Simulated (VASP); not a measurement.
Level of theory: PBE GGA, VASP's PBE PAW potentials (set 64) (plane waves; VASP 6.6.1).

Input for VASP

### POSCAR
```
AlC36Si35
1.0
  4.6409808259  -8.0384148409   0.0000000000
  4.6409808259   8.0384148409   0.0000000000
  0.0000000000   0.0000000000  10.1276834094
Si C Al
35 36 1
Cart
  0.0000000000   0.0000000000   0.0000000000
  9.2457341555  -0.0414460669   5.0927663685
  1.5295326918  -0.8890406430   7.5714966276
  1.5515587868   0.8831726002   2.5553563118
  1.5469920616   2.6794689342   0.0000000000
  1.5401558969   2.6658277442   5.0288910693
  3.0986807959   1.7806214251   7.5509981964
  3.0939887643   3.5726332840   2.5337438354
  3.0939887643   5.3589459067   0.0000000000
  3.0939887643   5.3589459067   5.0638417047
  4.6409808259   4.4657895954   7.5975855401
  4.6409808259   6.2521022181   2.5337438354
  1.5469920616  -2.6794689342   0.0000000000
  6.1599460043   5.3604490903   5.0664647747
  3.0939887643  -3.5726332840   7.5975855401
  3.1390851749  -1.7575350976   2.5318904693
  3.0939841233   0.0000000000   0.0000000000
  4.6221477257  -0.8659302003   7.5688330469
  4.6197204927   0.8704075974   2.5084853929
  4.6409808259   2.6794769726   0.0000000000
  4.6268443983   2.7217268810   5.0164238910
  6.1879775285   1.7863126228   7.5975855401
  6.1879728875   3.5726332840   2.5337438354
  3.0939887643  -5.3589459067   0.0000000000
  3.0939887643  -5.3589459067   5.0638417047
  4.6409808259  -6.2521022181   7.5975855401
  4.6409808259  -4.4657895954   2.5337438354
  4.6409808259  -2.6794769726   0.0000000000
  4.6835107742  -2.6312786372   5.0475057514
  6.1879728875  -3.5726332840   7.5975855401
  6.1879775285  -1.7863126228   2.5337438354
  6.1879775285  -0.0000000000   0.0000000000
  6.2148163206   0.0428527895   5.0871657596
  7.7349695902  -0.8931563114   7.5975855401
  7.7349695902   0.8931563114   2.5337438354
  0.0000000000   0.0000000000   8.2252993578
  0.0000000000   0.0000000000   3.1614576531
  1.5025314653  -0.8683497632   5.7000323934
  1.5469920616   0.8931563114   0.6409810830
  1.5469920616   2.6794689342   8.2252993578
  1.5469920616   2.6794689342   3.1614576531
  3.1170312341   1.7674545016   5.7444625405
  3.0939887643   3.5726332840   0.6409810830
  3.0939887643   5.3589459067   8.2252993578
  3.0939887643   5.3589459067   3.1614576531
  4.6409808259   4.4657895954   5.7048227877
  4.6409808259   6.2521022181   0.6409810830
  1.5469920616  -2.6794689342   8.2252993578
  1.5469920616  -2.6794689342   3.1614576531
  3.0939887643  -3.5726332840   5.7048227877
  3.0939841233  -1.7863126228   0.6409810830
  3.0452213377   0.0109563594   8.2616374859
  3.0697953312   0.0368480936   3.1540745719
  4.6068696168  -0.9376971680   5.6970751099
  4.6409808259   0.8931643498   0.6409810830
  4.6409808259   2.6794769726   8.2252993578
  4.6409808259   2.6794769726   3.1614576531
  6.1879775285   1.7863126228   5.7048227877
  6.1879728875   3.5726332840   0.6409810830
  3.0939887643  -5.3589459067   8.2252993578
  3.0939887643  -5.3589459067   3.1614576531
  4.6409808259  -6.2521022181   5.7048227877
  4.6409808259  -4.4657895954   0.6409810830
  4.6409808259  -2.6794769726   8.2252993578
  4.6409808259  -2.6794769726   3.1614576531
  6.1879728875  -3.5726332840   5.7048227877
  6.1879775285  -1.7863126228   0.6409810830
  6.1879775285  -0.0000000000   8.2252993578
  6.1879775285  -0.0000000000   3.1614576531
  7.7349695902  -0.8931563114   5.7048227877
  7.7349695902   0.8931563114   0.6409810830
  3.1380363133   0.0061895794   5.1030864779
```

KPOINTS:
```
Automatic mesh
0
Gamma
1 1 1
0 0 0
```

INCAR:
```
# general
SYSTEM  =  AlC36Si35
PREC    =  Normal
ENCUT   =  400   # plane-wave cut-off (eV)
LREAL   =  Auto   # projection in real space or not
LASPH   =  T   # aspherical one-centre terms
ISYM    =  0
NELECT  =  288.0

# electronic loop
EDIFF   =  1E-5   # SCF stop (eV)
NELM    =  100   # most electronic steps
NELMIN  =  4
ALGO    =  Fast

# smearing
ISMEAR  =  0
SIGMA   =  0.05   # width (eV)

# functional
GGA     =  PE

# ions
IBRION  =  2   # conjugate gradients
NSW     =  60
ISIF    =  2
EDIFFG  =  -0.03

# output
LWAVE   =  T
LCHARG  =  F
```

POTCAR, in this order: Si C Al (PBE.64 set). Program: vasp_gam.

The resulting files:

**OUTCAR**
```
 ion  position               nearest neighbor table
   1  0.000  0.000  0.000-  39 1.90  71 1.90  47 1.90  36 1.90  17 3.09  32 3.09  13 3.09   5 3.09
                            24 3.09   9 3.09  34 3.10  26 3.10  35 3.10  12 3.10   3 3.11   4 3.12
   2  0.999  0.994  0.503-  70 1.84  38 1.85  62 1.93  37 1.93  33 3.03  10 3.04  34 3.05   3 3.05
                            14 3.06  12 3.10  26 3.10  25 3.11  35 3.12   4 3.13   6 3.13  72 3.17
   3  0.220  0.109  0.748-  38 1.87  36 1.89  52 1.89  48 1.91   2 3.05  34 3.08  14 3.08  72 3.08
                            26 3.08  11 3.09  18 3.09   7 3.10  15 3.11   1 3.11  13 3.12  17 3.13
   4  0.112  0.222  0.252-  53 1.84  37 1.89  41 1.90  39 1.91   6 3.05  19 3.07  16 3.08  12 3.09
                            35 3.10   8 3.10  27 3.10  17 3.11   1 3.12   5 3.12  72 3.13   2 3.13
   5  0.000  0.333  0.000-  63 1.90  39 1.90  43 1.90  40 1.90  24 3.09   1 3.09  28 3.09  17 3.09
                            20 3.09   9 3.09  26 3.10  30 3.10  27 3.10   8 3.10   4 3.12   7 3.14
   6  0.000  0.332  0.497-  41 1.87  62 1.90  66 1.92  42 1.95   4 3.05  27 3.07   8 3.08  21 3.09
                            25 3.09   7 3.09  72 3.10  10 3.11  26 3.12  29 3.12   2 3.13  30 3.14
   7  0.223  0.445  0.746-  42 1.81  52 1.91  56 1.91  40 1.92  72 3.02  18 3.05  22 3.09   6 3.09
                             3 3.10  11 3.10  26 3.10  30 3.10  21 3.11  17 3.13  20 3.13   5 3.14
   8  0.111  0.556  0.250-  43 1.89  57 1.89  45 1.89  41 1.89  21 3.04   6 3.08  23 3.09  12 3.09
                            31 3.09  27 3.09  10 3.10  20 3.10   9 3.10   5 3.10   4 3.10  19 3.10
   9  0.000  0.667  0.000-  47 1.90  67 1.90  43 1.90  44 1.90  13 3.09  20 3.09  32 3.09   1 3.09
                            28 3.09   5 3.09  11 3.10  34 3.10  30 3.10  12 3.10  31 3.10   8 3.10
  10  0.000  0.667  0.500-  46 1.90  70 1.90  66 1.90  45 1.90   2 3.04  21 3.05  29 3.05  14 3.07
                            12 3.10  31 3.10   8 3.10  11 3.10  34 3.10  30 3.10   6 3.11  33 3.12
  11  0.222  0.778  0.750-  46 1.89  44 1.89  48 1.89  56 1.89  14 3.08   3 3.09  34 3.09  30 3.09
                            15 3.09  22 3.09   7 3.10  13 3.10   9 3.10  20 3.10  10 3.10  21 3.12
  12  0.111  0.889  0.250-  47 1.89  45 1.89  49 1.89  37 1.89  14 3.08   4 3.09  31 3.09  23 3.09
                             8 3.09  35 3.09  10 3.10   2 3.10   9 3.10  13 3.10   1 3.10  16 3.14
...
```

### OSZICAR
```
...
RMM:  13    -0.521201639641E+03   -0.12971E-03   -0.37414E-03   368   0.106E-01    0.783E-02
RMM:  14    -0.521201606148E+03    0.33493E-04   -0.86796E-04   362   0.568E-02    0.224E-02
RMM:  15    -0.521201605499E+03    0.64936E-06   -0.10867E-04   334   0.207E-02    0.121E-02
RMM:  16    -0.521201604535E+03    0.96415E-06   -0.34897E-05   250   0.103E-02
   1 F= -.52120160E+03 E0= -.52120160E+03  d E =-.521202E+03
       N       E                     dE             d eps       ncg     rms          rms(c)
DAV:   1    -0.521837647399E+03   -0.63604E+00   -0.24234E+02   388   0.357E+01    0.536E+00
RMM:   2    -0.521829429176E+03    0.82182E-02   -0.54761E+00   362   0.547E+00    0.216E+00
RMM:   3    -0.521726267392E+03    0.10316E+00   -0.10405E+00   362   0.213E+00    0.126E+00
RMM:   4    -0.521721114337E+03    0.51531E-02   -0.25057E-01   363   0.942E-01    0.556E-01
RMM:   5    -0.521724260936E+03   -0.31466E-02   -0.45805E-02   382   0.409E-01    0.201E-01
RMM:   6    -0.521724774127E+03   -0.51319E-03   -0.70022E-03   369   0.177E-01    0.631E-02
RMM:   7    -0.521724909320E+03   -0.13519E-03   -0.16321E-03   396   0.784E-02    0.340E-02
RMM:   8    -0.521724922313E+03   -0.12992E-04   -0.25599E-04   370   0.348E-02    0.107E-02
RMM:   9    -0.521724927234E+03   -0.49214E-05   -0.74635E-05   314   0.173E-02
   2 F= -.52172493E+03 E0= -.52172493E+03  d E =-.523323E+00
       N       E                     dE             d eps       ncg     rms          rms(c)
DAV:   1    -0.522172498675E+03   -0.44758E+00   -0.39830E+01   404   0.148E+01    0.178E+00
RMM:   2    -0.522160625347E+03    0.11873E-01   -0.79360E-01   362   0.201E+00    0.867E-01
RMM:   3    -0.522142666641E+03    0.17959E-01   -0.18063E-01   362   0.847E-01    0.431E-01
RMM:   4    -0.522143887870E+03   -0.12212E-02   -0.34279E-02   365   0.361E-01    0.237E-01
RMM:   5    -0.522144202101E+03   -0.31423E-03   -0.62394E-03   374   0.162E-01    0.581E-02
RMM:   6    -0.522144307069E+03   -0.10497E-03   -0.12863E-03   375   0.705E-02    0.331E-02
RMM:   7    -0.522144321815E+03   -0.14746E-04   -0.27872E-04   372   0.336E-02    0.119E-02
RMM:   8    -0.522144321524E+03    0.29139E-06   -0.52683E-05   303   0.150E-02
   3 F= -.52214432E+03 E0= -.52214432E+03  d E =-.942717E+00
       N       E                     dE             d eps       ncg     rms          rms(c)
DAV:   1    -0.522221268503E+03   -0.76947E-01   -0.16017E+01   388   0.983E+00    0.111E+00
RMM:   2    -0.522220547356E+03    0.72115E-03   -0.34187E-01   362   0.133E+00    0.545E-01
RMM:   3    -0.522215440435E+03    0.51069E-02   -0.74739E-02   363   0.553E-01    0.254E-01
RMM:   4    -0.522216008602E+03   -0.56817E-03   -0.16528E-02   369   0.246E-01    0.118E-01
RMM:   5    -0.522216133012E+03   -0.12441E-03   -0.26662E-03   376   0.108E-01    0.417E-02
RMM:   6    -0.522216173333E+03   -0.40321E-04   -0.49734E-04   377   0.467E-02    0.181E-02
RMM:   7    -0.522216180664E+03   -0.73314E-05   -0.10159E-04   364   0.211E-02    0.721E-03
RMM:   8    -0.522216180998E+03   -0.33361E-06   -0.16478E-05   219   0.898E-03
   4 F= -.52221618E+03 E0= -.52221618E+03  d E =-.718595E-01
       N       E                     dE             d eps       ncg     rms          rms(c)
DAV:   1    -0.522228606991E+03   -0.12426E-01   -0.12128E+00   404   0.270E+00    0.306E-01
RMM:   2    -0.522228607888E+03   -0.89638E-06   -0.26328E-02   362   0.369E-01    0.150E-01
RMM:   3    -0.522228225534E+03    0.38235E-03   -0.57128E-03   363   0.153E-01    0.717E-02
RMM:   4    -0.522228270284E+03   -0.44749E-04   -0.13105E-03   373   0.678E-02    0.337E-02
RMM:   5    -0.522228276910E+03   -0.66264E-05   -0.18179E-04   371   0.293E-02    0.115E-02
RMM:   6    -0.522228280384E+03   -0.34743E-05   -0.40664E-05   260   0.131E-02
   5 F= -.52222828E+03 E0= -.52222828E+03  d E =-.839589E-01
       N       E                     dE             d eps       ncg     rms          rms(c)
DAV:   1    -0.522248162079E+03   -0.19885E-01   -0.29477E+00   396   0.418E+00    0.409E-01
RMM:   2    -0.522248386207E+03   -0.22413E-03   -0.45026E-02   362   0.492E-01    0.202E-01
RMM:   3    -0.522247537542E+03    0.84867E-03   -0.96155E-03   363   0.204E-01    0.799E-02
RMM:   4    -0.522247640521E+03   -0.10298E-03   -0.21700E-03   371   0.881E-02    0.376E-02
RMM:   5    -0.522247665920E+03   -0.25399E-04   -0.34152E-04   378   0.355E-02    0.169E-02
RMM:   6    -0.522247671917E+03   -0.59962E-05   -0.67241E-05   305   0.160E-02
   6 F= -.52224767E+03 E0= -.52224767E+03  d E =-.193915E-01
       N       E                     dE             d eps       ncg     rms          rms(c)
DAV:   1    -0.522247843410E+03   -0.17749E-03   -0.29406E-02   428   0.417E-01    0.409E-02
RMM:   2    -0.522247851630E+03   -0.82208E-05   -0.46955E-04   362   0.501E-02    0.204E-02
RMM:   3    -0.522247844996E+03    0.66345E-05   -0.97401E-05   359   0.206E-02    0.873E-03
RMM:   4    -0.522247846009E+03   -0.10129E-05   -0.22767E-05   234   0.904E-03
   7 F= -.52224785E+03 E0= -.52224785E+03  d E =-.195656E-01
       N       E                     dE             d eps       ncg     rms          rms(c)
DAV:   1    -0.522252940559E+03   -0.50956E-02   -0.56228E-01   372   0.190E+00    0.192E-01
RMM:   2    -0.522253096210E+03   -0.15565E-03   -0.91836E-03   362   0.223E-01    0.899E-02
RMM:   3    -0.522253043456E+03    0.52754E-04   -0.20818E-03   367   0.923E-02    0.457E-02
RMM:   4    -0.522253061444E+03   -0.17988E-04   -0.46972E-04   383   0.407E-02    0.199E-02
RMM:   5    -0.522253065883E+03   -0.44389E-05   -0.56558E-05   310   0.165E-02
   8 F= -.52225307E+03 E0= -.52225307E+03  d E =-.521987E-02
       N       E                     dE             d eps       ncg     rms          rms(c)
DAV:   1    -0.522253243873E+03   -0.18243E-03   -0.27059E-02   412   0.416E-01    0.423E-02
RMM:   2    -0.522253254984E+03   -0.11111E-04   -0.46884E-04   362   0.503E-02    0.199E-02
RMM:   3    -0.522253254068E+03    0.91573E-06   -0.10849E-04   368   0.210E-02    0.105E-02
RMM:   4    -0.522253254891E+03   -0.82262E-06   -0.22014E-05   232   0.928E-03
   9 F= -.52225325E+03 E0= -.52225325E+03  d E =-.540888E-02
       N       E                     dE             d eps       ncg     rms          rms(c)
DAV:   1    -0.522255100887E+03   -0.18468E-02   -0.31896E-01   372   0.142E+00    0.135E-01
RMM:   2    -0.522255124421E+03   -0.23534E-04   -0.48250E-03   362   0.160E-01    0.657E-02
RMM:   3    -0.522255081033E+03    0.43389E-04   -0.11740E-03   364   0.672E-02    0.322E-02
RMM:   4    -0.522255097246E+03   -0.16214E-04   -0.29128E-04   384   0.297E-02    0.157E-02
RMM:   5    -0.522255099041E+03   -0.17948E-05   -0.31073E-05   248   0.121E-02
  10 F= -.52225510E+03 E0= -.52225510E+03  d E =-.184415E-02
       N       E                     dE             d eps       ncg     rms          rms(c)
DAV:   1    -0.522255102139E+03   -0.48925E-05   -0.51838E-04   412   0.573E-02    0.611E-03
RMM:   2    -0.522255101847E+03    0.29218E-06   -0.63143E-06   206   0.584E-03    0.294E-03
RMM:   3    -0.522255101614E+03    0.23258E-06   -0.13336E-06   190   0.237E-03    0.104E-03
RMM:   4    -0.522255101601E+03    0.12933E-07   -0.16706E-07    75   0.117E-03
  11 F= -.52225510E+03 E0= -.52225510E+03  d E =-.184671E-02
       N       E                     dE             d eps       ncg     rms          rms(c)
DAV:   1    -0.522255705481E+03   -0.60387E-03   -0.85914E-02   372   0.737E-01    0.740E-02
RMM:   2    -0.522255739196E+03   -0.33715E-04   -0.13442E-03   362   0.857E-02    0.350E-02
RMM:   3    -0.522255726954E+03    0.12241E-04   -0.28308E-04   365   0.350E-02    0.164E-02
RMM:   4    -0.522255729748E+03   -0.27935E-05   -0.70342E-05   321   0.156E-02
  12 F= -.52225573E+03 E0= -.52225573E+03  d E =-.628147E-03
```

**OUTCAR**
```
------------------------ aborting loop because EDIFF is reached ----------------------------------------
  FORCE on cell =-STRESS in cart. coord.  units (eV):
  Direction    XX          YY          ZZ          XY          YZ          ZX
  --------------------------------------------------------------------------------------
  Total       19.6827460     19.6817117     -0.0347513     -0.0408558      0.0003322     -0.0023505
  in kB       41.7326505     41.7304576     -0.0736820     -0.0866251      0.0007042     -0.0049838
  external PRESSURE =      27.7964754 kB  Pullay stress =       0.0000000 kB
  volume of cell :      755.65
      direct lattice vectors                 reciprocal lattice vectors
     4.640980826 -8.038414841  0.000000000     0.107735847 -0.062201318  0.000000000
     4.640980826  8.038414841  0.000000000     0.107735847  0.062201318  0.000000000
     0.000000000  0.000000000 10.127683409     0.000000000  0.000000000  0.098739263
  FREE ENERGIE OF THE ION-ELECTRON SYSTEM (eV)
  ---------------------------------------------------
  free  energy   TOTEN  =      -522.2557297478 eV

  energy  without entropy=     -522.2557297478  energy(sigma->0) =     -522.25572975

 reached required accuracy - stopping structural energy minimisation
```
(Selected blocks of OUTCAR.)

File CONTCAR:
```
AlC36Si35
   1.00000000000000
     4.6409808258999998   -8.0384148408999998    0.0000000000000000
     4.6409808258999998    8.0384148408999998    0.0000000000000000
     0.0000000000000000    0.0000000000000000   10.1276834093999994
  Si              C               Al
    35    36     1
Direct
     0.9992695363049153    0.9997303663912640    0.0002282979542286
     0.0009503275793044    0.9994908840750454    0.5013728878989988
     0.2209641333977768    0.1093845063880347    0.7496035022886265
     0.1127211217054518    0.2230260967518032    0.2497057939503617
     0.9993988788619724    0.3328531780611557    0.0001500353608390
     0.0010825908522823    0.3349283814903414    0.5013564725086264
     0.2211651282801620    0.4450716318619055    0.7494752149385152
     0.1111412263984904    0.5553778582374076    0.2511155072520145
     0.9999479104791262    0.6666476369936236    0.0000701190306296
     0.9998091081271702    0.6666322463070812    0.5007572376606931
     0.2222685462722444    0.7779194454615443    0.7497669736086586
     0.1111402453170370    0.8892345921214752    0.2511191881812971
     0.3336516769532437    0.9999959944731095    0.0001266185083526
     0.3315263103226461    0.9998422306829639    0.5013449204382383
     0.5551556252648024    0.1111956101878660    0.7506900156784174
     0.4434361654842267    0.2232858124603913    0.2496463020767285
     0.3330593722396927    0.3332209794438603    0.9992817603640632
     0.5565903652598234    0.4449768565265260    0.7495556211254319
     0.4432257599731161    0.5536664364482805    0.2497299948527527
     0.3335765662446376    0.6670992137943752    0.0000994916000173
     0.3315078340952556    0.6653938878930791    0.5013212192056951
     0.5550655297136218    0.7774892614821891    0.7506408865380437
     0.4440797116680527    0.8889220494544701    0.2513534966671658
     0.6665111561789028    0.0000313014180900    0.0005343594546864
     0.6664491599340201    0.0000546334170472    0.5008752401137733
     0.8887489974277467    0.1109750181732121    0.7506826886860888
     0.7777964593342225    0.2225907770090592    0.2514031677602399
     0.6666021369470624    0.3330196479293079    0.0001956011507527
     0.6667034557951671    0.3349948955457565    0.5013586275110398
     0.8884493655501704    0.4439360343502859    0.7498593063289467
     0.7772635969507188    0.5554732592631516    0.2510908715780600
     0.6663900974706910    0.6669796448907871    0.0001815252451062
     0.6665409092148744    0.6651630573532397    0.5013383642931762
     0.8881706774221205    0.7776025531764775    0.7498721867358107
     0.7775951959193483    0.8887760903184555    0.2514473194458688
     0.9987571852977529    0.9991035439449962    0.8134786926623677
     0.9998162472079758    0.0001323291091573    0.3127670144141670
     0.2163505012285804    0.1001051519757366    0.5650270556769968
     0.1098807300144840    0.2215306351774195    0.0600510559414093
     0.9990056235286642    0.3329188802104357    0.8133927511398271
     0.0000092589788527    0.3331901262412903    0.3127353589801087
     0.2165758418744004    0.4499021236817843    0.5649342487612100
     0.1110175455615331    0.5554855843287047    0.0615327629164002
     0.9996715286189493    0.6664958234042824    0.8123169696854411
     0.9998420372820334    0.6666799447760862    0.3127206520770537
     0.2226658354931850    0.7781809047842291    0.5608142112850723
     0.1110532400820547    0.8888934601363866    0.0615407656605484
     0.3332267596979491    0.9994087964231569    0.8133945850381281
     0.3333585737582631    0.0004540612581522    0.3126972035676318
     0.5552559604364362    0.1113186676331694    0.5616144525142577
     0.4448089848870360    0.2218232710512839    0.0599737281427200
     0.3329071534439703    0.3331098434892880    0.8116799740686439
     0.3330659557014997    0.3332898998431662    0.3036655451387488
     0.5659465040030580    0.4497014150136791    0.5649736354022586
     0.4446066780415558    0.5563683508415950    0.0600534553965578
     0.3332010017515695    0.6673062680248393    0.8133580613716386
     0.3333460524555741    0.6666610642801243    0.3127146475216095
     0.5551947927358930    0.7775541480666791    0.5615815126718887
     0.4445763266091269    0.8890485152611499    0.0621389807395017
     0.6663279686153563    0.9999041245455852    0.8129037704435197
     0.6664631251723749    0.0001177047227065    0.3132238921123188
     0.8888504490121689    0.1111106011442409    0.5616447833624251
     0.7775039222296087    0.2220257318646009    0.0621916795688797
     0.6669229778718611    0.3330855699290824    0.8134400484737223
     0.6662781260371483    0.3333157058724720    0.3127095756359720
     0.8883349039378167    0.4437887581075883    0.5608906587011170
     0.7776690017235691    0.5556371935984563    0.0615129362870268
     0.6666811032122548    0.6671432541817142    0.8134325668277061
     0.6660486176981990    0.6664803541379848    0.3127428509164549
     0.8881612703287798    0.7778258034409350    0.5608868960175620
     0.7773444699344243    0.8888897130401202    0.0622375433277601
     0.3329048665959142    0.3331496066250362    0.5015386615594116
```

At this cut-off the stress carries a Pulay error, which pulls relaxed volumes low. The cell is charged, with a uniform compensating background. The supercell is sampled at Γ alone, which is coarse: total energies, pressure and levels can be off, energies of defects by several tenths of an eV.

The cell is a supercell with a defect, built from SiC (4h): Al_Si, charge -1. The run is not spin-polarised, so no state with unpaired spins was tried.
